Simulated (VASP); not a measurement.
Method: LDA (Ceperley-Alder, Perdew-Zunger), VASP's LDA PAW potentials (set 64) (plane waves; VASP 6.6.1).

VASP ran on this input.

KPOINTS:
```
Automatic mesh
0
Gamma
3 3 3
0 0 0
```

File POSCAR:
```
Ru
1
    2.7400700000     0.0000000000     0.0000000000
   -1.3700350000     2.3729710000     0.0000000000
    0.0000000000     0.0000000000     8.8161950000
Ru
4
Direct
  0.0000000000   0.0000000000   0.0000000000
  0.0000000000   0.0000000000   0.5000000000
  0.3333330000   0.6666670000   0.2500000000
  0.6666670000   0.3333330000   0.7500000000
```

INCAR:
```
# general
SYSTEM =Ru
PREC   =Accurate
ENCUT  =180
LREAL  =.False.
LASPH  =.True.

# electronic loop
EDIFF  =1E-6
NELM   =100
ALGO   =Normal
LMAXMIX=4

# smearing
ISMEAR =0
SIGMA  =0.136

# ions
ISIF   =2

# output
LWAVE  =.False.
LCHARG =.False.
```

POTCAR, in this order: Ru_pv (LDA.64 set). Program: vasp_std.

At this cut-off the stress carries a Pulay error, which pulls relaxed volumes low. Gaps are read on the run's mesh, which can miss a band edge.

Q: Predict the energy per atom (σ→0), pressure, band gap (on the k-mesh).

A: 
```json
{
  "energy per atom (σ→0)": "-8.886 eV/atom",
  "band gap (on the k-mesh)": "none (metal, semimetal or under 0.01 eV)",
  "pressure": "-240.11 GPa"
}
```

### OSZICAR
```
...
DAV:   8    -0.355825340158E+02    0.81175E+00   -0.38175E+00   505   0.866E+00    0.139E+00
DAV:   9    -0.355809760987E+02    0.15579E-02   -0.29962E-02   486   0.989E-01    0.940E-01
DAV:  10    -0.355783407770E+02    0.26353E-02   -0.71027E-03   421   0.603E-01    0.138E-01
DAV:  11    -0.355783462684E+02   -0.54914E-05   -0.42944E-04   496   0.134E-01    0.528E-02
DAV:  12    -0.355783296669E+02    0.16602E-04   -0.21549E-04   477   0.518E-02    0.360E-02
DAV:  13    -0.355783208688E+02    0.87981E-05   -0.82991E-05   431   0.312E-02    0.822E-03
DAV:  14    -0.355783209293E+02   -0.60488E-07   -0.39522E-06   276   0.119E-02
   1 F= -.35578321E+02 E0= -.35542077E+02  d E =-.724869E-01
```

The structure was generated: Ru was put into an ordered model structure, which need not be its known phase. The cell was not relaxed at this level. The k-mesh is coarse (spacing up to 0.88 per Å, 2π included), so the numbers may not be converged in it. The run is one of a series of settings (ENCUT = 180, SIGMA = 0.136, KPOINTS 3×3×3 Γ-centred mesh against the base run), some of them coarse on purpose.
